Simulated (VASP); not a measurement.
Input:

```yaml
crystal:
  lattice:
    - [3.10507, 0.00000, 0.00000]
    - [-1.55254, 2.68907, 0.00000]
    - [0.00000, 0.00000, 2.89247]
  atoms:
    - { symbol: Zr, position: [0.00000, 0.00000, 0.00000] }
    - { symbol: N, position: [0.66667, 0.33333, 0.50000] }
```

Level of theory: PBEsol GGA, VASP's PBE PAW potentials (set 64) (plane waves; VASP 6.6.1). Numerical set-up: 520 eV cut-off, 15×15×14 Γ-centred mesh, tetrahedra with Blöchl corrections, potentials Zr_sv N.

Task: Tabulate the total density of states (states/eV per cell) against energy (eV; zero at the valence-band maximum or, without a gap, the Fermi level).

Result: 
| E (eV) | DOS (states/eV) |
|---|---|
| -9.98 | 0.00 |
| -9.62 | 0.00 |
| -9.26 | 0.00 |
| -8.90 | 0.00 |
| -8.66 | 0.00 |
| -8.30 | 0.00 |
| -7.94 | 0.00 |
| -7.58 | 0.00 |
| -7.22 | 0.00 |
| -6.86 | 0.00 |
| -6.50 | 0.04 |
| -6.14 | 0.23 |
| -5.90 | 0.84 |
| -5.54 | 2.21 |
| -5.18 | 1.32 |
| -4.82 | 1.11 |
| -4.46 | 0.87 |
| -4.10 | 1.11 |
| -3.74 | 1.48 |
| -3.38 | 2.04 |
| -3.14 | 3.15 |
| -2.78 | 2.00 |
| -2.42 | 0.73 |
| -2.06 | 0.09 |
| -1.70 | 0.05 |
| -1.34 | 0.44 |
| -0.98 | 0.48 |
| -0.62 | 0.55 |
| -0.38 | 0.59 |
| -0.02 | 1.86 |
| 0.34 | 1.10 |
| 0.70 | 0.85 |
| 1.06 | 0.12 |
| 1.42 | 0.10 |
| 1.78 | 0.15 |
| 2.14 | 0.23 |
| 2.38 | 0.57 |
| 2.74 | 0.95 |
| 3.10 | 1.18 |
| 3.46 | 1.27 |
Within 2 eV below the Fermi level the largest weight inside VASP's projection spheres is Zr d.

The structure was generated: ZrN was put into the WC type (P-6m2), which need not be its known phase. It was relaxed first. The electron count is odd and the run is not spin-polarised, which forces a metal.
